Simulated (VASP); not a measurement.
An input for Quantum ESPRESSO's pw.x (written as the equivalent of a VASP run, and not itself run):

```
&CONTROL
  calculation = 'vc-relax'
  pseudo_dir = './pseudo'
  outdir = './out'
  tprnfor = .true.
  tstress = .true.
  nstep = 50
  forc_conv_thr = 0.00039
/
&SYSTEM
  ibrav = 0
  nat = 1
  ntyp = 1
  ecutwfc = 70
  occupations = 'smearing'
  smearing = 'fermi-dirac'
  degauss = 0.009996
  input_dft = 'pbe'
/
&ELECTRONS
  conv_thr = 7.3e-08
  electron_maxstep = 100
/
&IONS
/
&CELL
/
ATOMIC_SPECIES
  In 114.818 In.upf
CELL_PARAMETERS angstrom
    -1.6297350    1.6297350    2.4929000
     1.6297350   -1.6297350    2.4929000
     1.6297350    1.6297350   -2.4929000
ATOMIC_POSITIONS crystal
  In   0.0000000  0.0000000  0.0000000
K_POINTS automatic
  11 11 11 0 0 0
```

Write the VASP files for the same calculation (PBE).

One answer among several that fit: 
**INCAR**
```
# general
SYSTEM  = In
PREC    = Accurate
ENCUT   = 180
LREAL   = .FALSE.
LASPH   = .TRUE.

# electronic loop
EDIFF   = 1E-6
NELM    = 100
ALGO    = Normal
LMAXMIX = 4

# smearing
ISMEAR  = -1
SIGMA   = 0.136

# functional
GGA     = PE

# ions
IBRION  = 2
NSW     = 50
ISIF    = 3
EDIFFG  = -0.01

# output
LWAVE   = .FALSE.
LCHARG  = .FALSE.
```

File KPOINTS:
```
kpoints
0
Gamma
  11 11 11
0 0 0
```

**POSCAR**
```
In
1
   -1.6297350000     1.6297350000     2.4929000000
    1.6297350000    -1.6297350000     2.4929000000
    1.6297350000     1.6297350000    -2.4929000000
In
1
Direct
  0.0000000000   0.0000000000   0.0000000000
```

POTCAR, in this order: In_d (PBE.64 set). Program: vasp_std.

Limits of the translation: the potentials are each code's own (VASP's PAW set, PseudoDojo norm-conserving files in pw.x), so ENCUT and ecutwfc are chosen apart and not converted; conv_thr bounds pw.x's estimated SCF error, while EDIFF bounds the energy change between steps; forc_conv_thr acts on force components and is met together with etot_conv_thr.

The structure comes from a computed database's In entry; how it stands against other phases isn't given here. This run relaxes it. Symmetry was kept, so distortions that lower it aren't found. The run is one of a series of settings (EDIFFG = -0.01, ENCUT = 180, IBRION = 2, ISIF = 3, NSW = 50 against the base run), some of them coarse on purpose.
